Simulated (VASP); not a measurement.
Input:

```
CELL_PARAMETERS angstrom
      1.82500    -3.16099     0.00000
      1.82500     3.16099     0.00000
      0.00000     0.00000     5.73000
ATOMIC_POSITIONS crystal
  Y  0.33333 0.66667 0.25000
  Y  0.66667 0.33333 0.75000
```

All values below come from PBE GGA with D3 dispersion (zero damping), VASP's PBE PAW potentials (set 64) (plane waves; VASP 6.6.1). Settings: 520 eV cut-off, 10×10×6 Γ-centred mesh, first-order Methfessel-Paxton smearing of 0.10 eV, potentials Y_sv.

Energy and stress use the plane-wave basis of the starting cell.

Problem. The ions, cell shape and volume are relaxed. Predict the relaxed structure.

Solution. 
```
CELL_PARAMETERS angstrom
      1.80743    -3.13056     0.00000
      1.80743     3.13056     0.00000
      0.00000     0.00000     5.55534
ATOMIC_POSITIONS crystal
  Y  0.33333 0.66667 0.25000
  Y  0.66667 0.33333 0.75000
```
Space group P6_3/mmc (194), at a tolerance of 0.03 Å.

Problem. How do energy and volume change from the first to the last step?

Solution. The energy (σ→0) changes by -11.8 meV/atom and the volume by -4.9 %, in 7 ionic steps.

```csv
step,E(σ→0) (eV),max force (eV/Å),pressure (GPa),volume (Å³)
1,-13.3807,0.000,-1.96,66.11
2,-13.4029,0.000,0.46,62.32
3,-13.4034,0.000,0.06,62.81
4,-13.4034,0.000,0.11,62.75
5,-13.4042,0.000,0.05,62.82
6,-13.4043,0.000,0.01,62.88
7,-13.4043,0.000,0.02,62.87
```

The compound is Y in the hcp structure. This run relaxes it. Symmetry was kept, so distortions that lower it aren't found.
